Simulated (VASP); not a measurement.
Calculation: PBE GGA, VASP's PBE PAW potentials (set 64) (plane waves; VASP).

VASP input:

### POSCAR
```
ZnCo2
1.0
  0.0000000000   3.0867860000   3.0867860000
  3.0867860000   0.0000000000   3.0867860000
  3.0867860000   3.0867860000   0.0000000000
Co Zn
4 2
direct
  0.1250000000   0.1250000000   0.1250000000
  0.6250000000   0.1250000000   0.1250000000
  0.1250000000   0.6250000000   0.1250000000
  0.1250000000   0.1250000000   0.6250000000
  0.7500000000   0.7500000000   0.7500000000
  0.5000000000   0.5000000000   0.5000000000
```

File KPOINTS:
```
Automatic mesh
0
Gamma
5 5 5
0 0 0
```

INCAR:
```
! general
SYSTEM  = ZnCo2
PREC    = Accurate
ENCUT   = 300   ! plane-wave cut-off (eV)
LREAL   = F   ! projection in real space or not
LASPH   = T   ! aspherical one-centre terms

! electronic loop
EDIFF   = 1E-6   ! SCF stop (eV)
NELM    = 100
ALGO    = Normal   ! blocked Davidson
LMAXMIX = 4   ! l cut-off of mixed one-centre charges

! smearing
ISMEAR  = -1
SIGMA   = 0.1

! functional
GGA     = PE   ! PBE

! spin
ISPIN   = 2
MAGMOM  = 4*3.0 2*0.0

! ions
ISIF    = 2

! output
LWAVE   = F
LCHARG  = F
LORBIT  = 11   ! lm-projected
```

POTCAR, in this order: Co Zn (PBE.64 set). Program: vasp_std.

What VASP printed:

**OUTCAR**
```
 ion  position               nearest neighbor table
   1  0.125  0.125  0.125-   2 2.18   3 2.18   4 2.18   4 2.18   3 2.18   2 2.18   5 2.56   6 2.56
                             5 2.56   6 2.56   5 2.56   6 2.56
   2  0.625  0.125  0.125-   1 2.18   4 2.18   3 2.18   1 2.18   3 2.18   4 2.18   6 2.56   5 2.56
                             6 2.56   5 2.56   6 2.56   5 2.56
   3  0.125  0.625  0.125-   1 2.18   4 2.18   1 2.18   2 2.18   4 2.18   2 2.18   6 2.56   5 2.56
                             5 2.56   6 2.56   5 2.56   6 2.56
   4  0.125  0.125  0.625-   1 2.18   1 2.18   2 2.18   3 2.18   3 2.18   2 2.18   5 2.56   5 2.56
                             6 2.56   6 2.56   5 2.56   6 2.56
   5  0.750  0.750  0.750-   2 2.56   3 2.56   4 2.56   1 2.56   2 2.56   3 2.56   1 2.56   2 2.56
                             4 2.56   1 2.56   3 2.56   4 2.56   6 2.67   6 2.67   6 2.67   6 2.67
   6  0.500  0.500  0.500-   1 2.56   3 2.56   4 2.56   1 2.56   2 2.56   4 2.56   1 2.56   2 2.56
                             3 2.56   2 2.56   3 2.56   4 2.56   5 2.67   5 2.67   5 2.67   5 2.67
  LATTYP: Found a face centered cubic cell.
 ALAT       =     6.1735720000
 Subroutine PRICEL returns:
 Original cell was already a primitive cell.
 Subroutine GETGRP returns: Found 48 space group operations
The static configuration has the point symmetry T_d .
 The point group associated with its full space group is O_h .
The dynamic configuration has the point symmetry T_d .
The overall configuration has the point symmetry T_d .
 Subroutine INISYM returns: Found 48 space group operations
 Subroutine IBZKPT returns following result:
 Found     10 irreducible k-points:
...
```

**OSZICAR**
```
...
DAV:  12    -0.274054175723E+02    0.15982E-01   -0.93901E-03  2024   0.116E+00    0.101E+00
DAV:  13    -0.273769826840E+02    0.28435E-01   -0.27886E-02  1994   0.193E+00    0.136E+00
DAV:  14    -0.272946102079E+02    0.82372E-01   -0.49409E-02  2024   0.256E+00    0.333E+00
DAV:  15    -0.273900002167E+02   -0.95390E-01   -0.72737E-02  1998   0.384E+00    0.994E-01
DAV:  16    -0.273967421424E+02   -0.67419E-02   -0.85765E-03  2058   0.625E-01    0.874E-01
DAV:  17    -0.274033512140E+02   -0.66091E-02   -0.23483E-03  2006   0.519E-01    0.850E-01
DAV:  18    -0.274080158465E+02   -0.46646E-02   -0.13072E-03  2094   0.362E-01    0.876E-01
DAV:  19    -0.274104739396E+02   -0.24581E-02   -0.38834E-04  2132   0.179E-01    0.905E-01
DAV:  20    -0.274090105241E+02    0.14634E-02   -0.14743E-04  1900   0.150E-01    0.890E-01
DAV:  21    -0.274080525489E+02    0.95798E-03   -0.58571E-05  2036   0.778E-02    0.880E-01
DAV:  22    -0.273999476217E+02    0.81049E-02   -0.28160E-03  1984   0.670E-01    0.866E-01
DAV:  23    -0.274044196648E+02   -0.44720E-02   -0.91093E-04  1980   0.426E-01    0.853E-01
DAV:  24    -0.274043296031E+02    0.90062E-04   -0.22119E-05  1822   0.424E-02    0.861E-01
DAV:  25    -0.274070681976E+02   -0.27386E-02   -0.31756E-04  2002   0.229E-01    0.876E-01
DAV:  26    -0.273647677674E+02    0.42300E-01   -0.44777E-02  2008   0.275E+00    0.166E+00
DAV:  27    -0.273896863874E+02   -0.24919E-01   -0.11124E-02  1980   0.154E+00    0.990E-01
DAV:  28    -0.274097764095E+02   -0.20090E-01   -0.18465E-02  2034   0.167E+00    0.892E-01
DAV:  29    -0.274107521300E+02   -0.97572E-03   -0.18598E-03  1706   0.287E-01    0.918E-01
DAV:  30    -0.274285743217E+02   -0.17822E-01   -0.92938E-03  1996   0.123E+00    0.122E+00
DAV:  31    -0.274561454796E+02   -0.27571E-01   -0.14753E-02  2016   0.134E+00    0.164E+00
DAV:  32    -0.274548745045E+02    0.12710E-02   -0.19214E-03  1710   0.371E-01    0.164E+00
DAV:  33    -0.274545181441E+02    0.35636E-03   -0.14362E-05  2144   0.249E-02    0.164E+00
DAV:  34    -0.274540263412E+02    0.49180E-03   -0.23929E-06  1146   0.189E-02    0.163E+00
DAV:  35    -0.274561196148E+02   -0.20933E-02   -0.52865E-05  1912   0.961E-02    0.165E+00
DAV:  36    -0.274612747584E+02   -0.51551E-02   -0.31778E-04  2012   0.216E-01    0.170E+00
DAV:  37    -0.274643776425E+02   -0.31029E-02   -0.16865E-04  2084   0.124E-01    0.173E+00
DAV:  38    -0.274631009572E+02    0.12767E-02   -0.39849E-05  1870   0.751E-02    0.172E+00
DAV:  39    -0.274645805549E+02   -0.14796E-02   -0.20495E-05  1804   0.628E-02    0.173E+00
DAV:  40    -0.274646534405E+02   -0.72886E-04   -0.26026E-06  1390   0.169E-02    0.174E+00
DAV:  41    -0.274662950325E+02   -0.16416E-02   -0.28683E-05  1854   0.681E-02    0.175E+00
DAV:  42    -0.274571996109E+02    0.90954E-02   -0.84826E-04  1984   0.384E-01    0.169E+00
DAV:  43    -0.274629514104E+02   -0.57518E-02   -0.34608E-04  1988   0.266E-01    0.174E+00
DAV:  44    -0.274635624727E+02   -0.61106E-03   -0.19221E-05  1902   0.351E-02    0.176E+00
DAV:  45    -0.274675855777E+02   -0.40231E-02   -0.16140E-04  2002   0.162E-01    0.178E+00
DAV:  46    -0.274669212158E+02    0.66436E-03   -0.20027E-05  1750   0.483E-02    0.178E+00
DAV:  47    -0.274703993157E+02   -0.34781E-02   -0.12563E-04  1984   0.147E-01    0.179E+00
DAV:  48    -0.274703565626E+02    0.42753E-04   -0.14503E-05  1618   0.277E-02    0.179E+00
DAV:  49    -0.274661940161E+02    0.41625E-02   -0.17194E-04  1992   0.169E-01    0.177E+00
DAV:  50    -0.274677834732E+02   -0.15895E-02   -0.32486E-05  1848   0.789E-02    0.178E+00
DAV:  51    -0.274447021230E+02    0.23081E-01   -0.61749E-03  1986   0.996E-01    0.156E+00
DAV:  52    -0.274393404579E+02    0.53617E-02   -0.15504E-03  2052   0.301E-01    0.149E+00
DAV:  53    -0.274356590255E+02    0.36814E-02   -0.26611E-04  2082   0.171E-01    0.143E+00
DAV:  54    -0.274368211150E+02   -0.11621E-02   -0.73301E-05  1780   0.998E-02    0.145E+00
DAV:  55    -0.274368742262E+02   -0.53111E-04   -0.17903E-06  1172   0.967E-03    0.145E+00
DAV:  56    -0.274278104142E+02    0.90638E-02   -0.15808E-03  1994   0.505E-01    0.134E+00
DAV:  57    -0.274315922971E+02   -0.37819E-02   -0.32607E-04  1972   0.252E-01    0.138E+00
DAV:  58    -0.274316247307E+02   -0.32434E-04   -0.73256E-06  1582   0.181E-02    0.138E+00
DAV:  59    -0.274315463837E+02    0.78347E-04   -0.13288E-07   874   0.495E-03    0.138E+00
DAV:  60    -0.274315301005E+02    0.16283E-04   -0.49714E-08   852   0.139E-03    0.138E+00
DAV:  61    -0.274357897050E+02   -0.42596E-02   -0.34257E-04  1992   0.235E-01    0.144E+00
DAV:  62    -0.274364028843E+02   -0.61318E-03   -0.54116E-05  1928   0.479E-02    0.146E+00
DAV:  63    -0.274364394590E+02   -0.36575E-04   -0.19382E-06  1188   0.123E-02    0.146E+00
DAV:  64    -0.274360418302E+02    0.39763E-03   -0.31918E-06  1278   0.221E-02    0.145E+00
DAV:  65    -0.274348475641E+02    0.11943E-02   -0.29297E-05  1916   0.679E-02    0.142E+00
DAV:  66    -0.274083052588E+02    0.26542E-01   -0.17910E-02  1994   0.170E+00    0.101E+00
DAV:  67    -0.273907327537E+02    0.17573E-01   -0.17127E-02  2024   0.140E+00    0.104E+00
DAV:  68    -0.273835263697E+02    0.72064E-02   -0.41720E-03  2134   0.528E-01    0.116E+00
DAV:  69    -0.273769902578E+02    0.65361E-02   -0.82077E-04  2078   0.340E-01    0.134E+00
DAV:  70    -0.273770510281E+02   -0.60770E-04   -0.18875E-04  1696   0.111E-01    0.133E+00
DAV:  71    -0.273670587455E+02    0.99923E-02   -0.15753E-03  1984   0.506E-01    0.163E+00
DAV:  72    -0.273674821009E+02   -0.42336E-03   -0.16562E-04  1710   0.997E-02    0.161E+00
DAV:  73    -0.273673594275E+02    0.12267E-03   -0.18359E-06  1292   0.142E-02    0.161E+00
DAV:  74    -0.273683349283E+02   -0.97550E-03   -0.11743E-05  1730   0.454E-02    0.158E+00
DAV:  75    -0.273768671269E+02   -0.85322E-02   -0.11351E-03  1984   0.430E-01    0.134E+00
DAV:  76    -0.273920829932E+02   -0.15216E-01   -0.65464E-03  2012   0.985E-01    0.938E-01
DAV:  77    -0.273916870294E+02    0.39596E-03   -0.84190E-04  1714   0.237E-01    0.971E-01
DAV:  78    -0.273894696558E+02    0.22174E-02   -0.15630E-04  2048   0.156E-01    0.102E+00
DAV:  79    -0.273916033331E+02   -0.21337E-02   -0.14449E-04  1978   0.167E-01    0.971E-01
DAV:  80    -0.273998037793E+02   -0.82004E-02   -0.28146E-03  1994   0.666E-01    0.862E-01
DAV:  81    -0.274133700166E+02   -0.13566E-01   -0.87491E-03  2014   0.111E+00    0.944E-01
DAV:  82    -0.274157873880E+02   -0.24174E-02   -0.15694E-03  1930   0.267E-01    0.998E-01
DAV:  83    -0.274123229326E+02    0.34645E-02   -0.52012E-04  1960   0.287E-01    0.952E-01
DAV:  84    -0.274062387123E+02    0.60842E-02   -0.16602E-03  2012   0.481E-01    0.891E-01
DAV:  85    -0.273986653612E+02    0.75734E-02   -0.28755E-03  2028   0.613E-01    0.894E-01
DAV:  86    -0.273939603890E+02    0.47050E-02   -0.14682E-03  2124   0.368E-01    0.941E-01
DAV:  87    -0.273888088567E+02    0.51515E-02   -0.91739E-04  1982   0.355E-01    0.104E+00
DAV:  88    -0.273887216273E+02    0.87229E-04   -0.18957E-04  1702   0.107E-01    0.103E+00
DAV:  89    -0.273851694366E+02    0.35522E-02   -0.35629E-04  2006   0.244E-01    0.112E+00
DAV:  90    -0.273858149589E+02   -0.64552E-03   -0.37886E-05  1894   0.685E-02    0.110E+00
DAV:  91    -0.273885636208E+02   -0.27487E-02   -0.21459E-04  2018   0.188E-01    0.104E+00
DAV:  92    -0.273918588101E+02   -0.32952E-02   -0.42563E-04  2014   0.238E-01    0.971E-01
DAV:  93    -0.273951791766E+02   -0.33204E-02   -0.50447E-04  2030   0.250E-01    0.916E-01
DAV:  94    -0.274005601461E+02   -0.53810E-02   -0.13045E-03  1996   0.431E-01    0.860E-01
DAV:  95    -0.274053926186E+02   -0.48325E-02   -0.13415E-03  2032   0.390E-01    0.860E-01
DAV:  96    -0.274234459048E+02   -0.18053E-01   -0.11586E-02  1986   0.133E+00    0.111E+00
DAV:  97    -0.274386132167E+02   -0.15167E-01   -0.72594E-03  2084   0.819E-01    0.140E+00
DAV:  98    -0.274521959773E+02   -0.13583E-01   -0.31615E-03  2058   0.590E-01    0.159E+00
DAV:  99    -0.274454998566E+02    0.66961E-02   -0.12484E-03  1896   0.431E-01    0.151E+00
DAV: 100    -0.274420658088E+02    0.34340E-02   -0.27473E-04  2108   0.166E-01
   1 F= -.27442066E+02 E0= -.27290949E+02  d E =-.302233E+00  mag=     3.8892
```

OUTCAR:
```
------------------------ aborting loop EDIFF was not reached (unconverged)  ----------------------------
  FORCE on cell =-STRESS in cart. coord.  units (eV):
  Direction    XX          YY          ZZ          XY          YZ          ZX
  --------------------------------------------------------------------------------------
  Total       20.3014345     20.3014345     20.3014345     -0.0000000      0.0000000      0.0000000
  in kB      552.9523988    552.9523988    552.9523988     -0.0000000      0.0000000      0.0000000
  external PRESSURE =     552.9523988 kB  Pullay stress =       0.0000000 kB
  volume of cell :       58.82
      direct lattice vectors                 reciprocal lattice vectors
     0.000000000  3.086786000  3.086786000    -0.161980779  0.161980779  0.161980779
     3.086786000  0.000000000  3.086786000     0.161980779 -0.161980779  0.161980779
     3.086786000  3.086786000  0.000000000     0.161980779  0.161980779 -0.161980779
 POSITION                                       TOTAL-FORCE (eV/Angst)
 -----------------------------------------------------------------------------------
      0.77170      0.77170      0.77170        -0.000000     -0.000000     -0.000000
      0.77170      2.31509      2.31509        -0.000000     -0.000000     -0.000000
      2.31509      0.77170      2.31509        -0.000000     -0.000000     -0.000000
      2.31509      2.31509      0.77170        -0.000000     -0.000000     -0.000000
      4.63018      4.63018      4.63018         0.000000      0.000000      0.000000
      3.08679      3.08679      3.08679        -0.000000     -0.000000     -0.000000
 -----------------------------------------------------------------------------------
    total drift:                                0.000000      0.000000      0.000000
  FREE ENERGIE OF THE ION-ELECTRON SYSTEM (eV)
  ---------------------------------------------------
  free  energy   TOTEN  =       -27.4420658088 eV

  energy  without entropy=      -27.1398323158  energy(sigma->0) =      -27.29094906

 total charge

# of ion       s       p       d       tot
------------------------------------------
    1        0.597   0.688   7.532   8.816
    2        0.597   0.688   7.532   8.816
    3        0.597   0.688   7.532   8.816
    4        0.597   0.688   7.532   8.816
    5        0.580   0.650   9.779  11.009
    6        0.580   0.650   9.779  11.009
--------------------------------------------------
tot          3.548   4.051  49.685  57.284

 magnetization (x)

# of ion       s       p       d       tot
------------------------------------------
    1       -0.005  -0.016   0.794   0.774
    2       -0.005  -0.016   0.794   0.774
    3       -0.005  -0.016   0.794   0.774
    4       -0.005  -0.016   0.794   0.774
    5       -0.007  -0.032  -0.006  -0.046
    6       -0.007  -0.032  -0.006  -0.046
--------------------------------------------------
tot         -0.034  -0.128   3.165   3.003
```
(Selected blocks of OUTCAR.)

stdout:
```
...
DAV:  81    -0.274133700166E+02   -0.13566E-01   -0.87491E-03  2014   0.111E+00    0.944E-01
DAV:  82    -0.274157873880E+02   -0.24174E-02   -0.15694E-03  1930   0.267E-01    0.998E-01
DAV:  83    -0.274123229326E+02    0.34645E-02   -0.52012E-04  1960   0.287E-01    0.952E-01
DAV:  84    -0.274062387123E+02    0.60842E-02   -0.16602E-03  2012   0.481E-01    0.891E-01
DAV:  85    -0.273986653612E+02    0.75734E-02   -0.28755E-03  2028   0.613E-01    0.894E-01
DAV:  86    -0.273939603890E+02    0.47050E-02   -0.14682E-03  2124   0.368E-01    0.941E-01
DAV:  87    -0.273888088567E+02    0.51515E-02   -0.91739E-04  1982   0.355E-01    0.104E+00
DAV:  88    -0.273887216273E+02    0.87229E-04   -0.18957E-04  1702   0.107E-01    0.103E+00
DAV:  89    -0.273851694366E+02    0.35522E-02   -0.35629E-04  2006   0.244E-01    0.112E+00
DAV:  90    -0.273858149589E+02   -0.64552E-03   -0.37886E-05  1894   0.685E-02    0.110E+00
DAV:  91    -0.273885636208E+02   -0.27487E-02   -0.21459E-04  2018   0.188E-01    0.104E+00
DAV:  92    -0.273918588101E+02   -0.32952E-02   -0.42563E-04  2014   0.238E-01    0.971E-01
DAV:  93    -0.273951791766E+02   -0.33204E-02   -0.50447E-04  2030   0.250E-01    0.916E-01
DAV:  94    -0.274005601461E+02   -0.53810E-02   -0.13045E-03  1996   0.431E-01    0.860E-01
DAV:  95    -0.274053926186E+02   -0.48325E-02   -0.13415E-03  2032   0.390E-01    0.860E-01
DAV:  96    -0.274234459048E+02   -0.18053E-01   -0.11586E-02  1986   0.133E+00    0.111E+00
DAV:  97    -0.274386132167E+02   -0.15167E-01   -0.72594E-03  2084   0.819E-01    0.140E+00
DAV:  98    -0.274521959773E+02   -0.13583E-01   -0.31615E-03  2058   0.590E-01    0.159E+00
DAV:  99    -0.274454998566E+02    0.66961E-02   -0.12484E-03  1896   0.431E-01    0.151E+00
DAV: 100    -0.274420658088E+02    0.34340E-02   -0.27473E-04  2108   0.166E-01

 -----------------------------------------------------------------------------
|                                                                             |
|           W    W    AA    RRRRR   N    N  II  N    N   GGGG   !!!           |
|           W    W   A  A   R    R  NN   N  II  NN   N  G    G  !!!           |
|           W    W  A    A  R    R  N N  N  II  N N  N  G       !!!           |
|           W WW W  AAAAAA  RRRRR   N  N N  II  N  N N  G  GGG   !            |
|           WW  WW  A    A  R   R   N   NN  II  N   NN  G    G                |
|           W    W  A    A  R    R  N    N  II  N    N   GGGG   !!!           |
|                                                                             |
|     The electronic self-consistency was not achieved in the given           |
|     number of steps (NELM). The forces and other quantities evaluated       |
|     might not be reliable so examine the results carefully. If you find     |
|     spurious results, we suggest increasing NELM, if you were close to      |
|     convergence or switching to a different ALGO or adjusting the           |
|     density mixing parameters otherwise.                                    |
|                                                                             |
 -----------------------------------------------------------------------------

   1 F= -.27442066E+02 E0= -.27290949E+02  d E =-.302233E+00  mag=     3.8892
```

Convergence was not reached.

At this cut-off the stress carries a Pulay error, which pulls relaxed volumes low.

The structure was generated: ZnCo2 was put into an ordered model structure, which need not be its known phase. The cell was not relaxed at this level, and its volume differs by -5.9 % from the start's. The k-mesh is coarse (spacing up to 0.35 per Å, 2π included), so the numbers may not be converged in it.
